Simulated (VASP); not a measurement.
```yaml
crystal:
  lattice:
    - [0.00000, 2.14598, 2.14598]
    - [2.14598, 0.00000, 2.14598]
    - [2.14598, 2.14598, 0.00000]
  atoms:
    - { symbol: Ti, position: [0.00000, 0.00000, 0.00000] }
    - { symbol: C, position: [0.50000, 0.50000, 0.50000] }
```

These are PW91 GGA, VASP's PBE PAW potentials (set 64) (plane waves; VASP) values and carry that method's errors. Settings: 520 eV cut-off, 14×14×14 Γ-centred mesh, first-order Methfessel-Paxton smearing of 0.10 eV, potentials Ti_sv C.

Problem. Give the stress tensor in GPa (positive for a compressed cell).

Solution. 
```
8.05  0.00  0.00
0.00  8.05  0.00
0.00  0.00  8.05
```
The pressure is its mean diagonal, 8.05 GPa.

The compound is TiC in the rock salt structure. This cell is one point of a volume scan, at 0.97 of the reference volume.
